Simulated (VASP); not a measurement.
Input:

```
Mo
1.0
   -1.61529     1.61529     1.61529
    1.61529    -1.61529     1.61529
    1.61529     1.61529    -1.61529
Mo
1
Direct
  0.00000   0.00000   0.00000
```

Level of theory: vdW-DF2, VASP's PBE PAW potentials (set 64) (plane waves; VASP 6.6.1). Settings: 520 eV cut-off, 18×18×18 Γ-centred mesh, tetrahedra with Blöchl corrections, potentials Mo_sv.

Question: What does the run give for the energy per atom (σ→0), band gap (on the k-mesh) with the smallest direct gap where there is one?

Answer: 
```json
{
  "band gap (on the k-mesh)": "none (metal, semimetal or under 0.01 eV)",
  "energy per atom (σ→0)": "-6.708 eV/atom"
}
```

Only differences to runs with the same potentials and settings are physical.

The compound is Mo in the bcc structure. It was relaxed first, which changed the volume by +8 %.
